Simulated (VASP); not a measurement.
Input:

```
V
1.0
   -2.36640     2.36640     1.29114
    2.36640    -2.36640     1.29114
    2.36640     2.36640    -1.29114
V
2
Cartesian
  0.00000   2.36640   0.64557
  0.00000   0.00000   0.00000
```
Starting moments (μB, in the order of the record's atoms V V): 2.0 2.0.

All values below come from PBE GGA, VASP's PBE PAW potentials (set 64) (plane waves; VASP). Numerical set-up: EDIFF = 1E-5, 400 eV cut-off, 14×14×14 Γ-centred mesh, first-order Methfessel-Paxton smearing of 0.10 eV, potentials V_sv.

Problem. Estimate the cell moment, energy per atom (σ→0), pressure, band gap (on the k-mesh) with the smallest direct gap where there is one.

Solution. 
| Quantity | Result |
|---|---|
| band gap (on the k-mesh) | none (metal, semimetal or under 0.01 eV) |
| cell moment | 0.00 μB |
| energy per atom (σ→0) | -821.3 kJ/mol of atoms |
| pressure | -59.8 kbar |

The structure was generated: V was put into the beta-Sn type (I4_1/amd), which need not be its known phase. The cell was not relaxed at this level. The run is one of a series of settings (EDIFF = 1E-5 against the base run), some of them coarse on purpose.
